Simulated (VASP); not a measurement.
The system is CaMg.

```
CELL_PARAMETERS angstrom
3.96614 0.00000 0.00000
0.00000 3.96614 0.00000
0.00000 0.00000 3.96614
ATOMIC_POSITIONS crystal
Ca 0.00000 0.00000 0.00000
Mg 0.50000 0.50000 0.50000
```

The cell comes from a database or a generator and needn't be the stable form of this composition.

- Program: VASP 6.6.1
- Task: relaxation of cell and atoms
- Functional: PBEsol
- Potentials or basis: VASP PAW PBE potentials, release 64 (Ca_sv, Mg)
- Cutoff: 600 eV
- k mesh: 10 × 10 × 10
- Occupations: gaussian, width 0.1 eV
- Spin: no spin polarisation

At the start: pressure -0.8 GPa; volume 31.19 Å³/atom.

Q: Where does the relaxation end?

A: Over 3 steps the energy falls by 2.3 meV/atom and the volume is 30.26 Å³/atom (-3.0 %); space group Pm-3m (No. 221, to 0.05 Å).

Step by step:
| step | energy change (eV) | largest force (eV/Å) | pressure (GPa) | volume (Å³) |
| --- | --- | --- | --- | --- |
| 1 | 0.0000 | 0.0000 | -0.76 | 62.39 |
| 2 | -0.0042 | 0.0000 | -0.23 | 61.06 |
| 3 | -0.0046 | 0.0000 | 0.00 | 60.53 |

Final structure:
```
Ca Mg
1.0
     3.92626    0.00000    0.00000
     0.00000    3.92626    0.00000
     0.00000    0.00000    3.92626
Ca Mg
1 1
Direct
  0.00000 0.00000 0.00000
  0.50000 0.50000 0.50000
```

Caveat: the PAW data sets were made with another functional, which shifts forces and pressure a little.
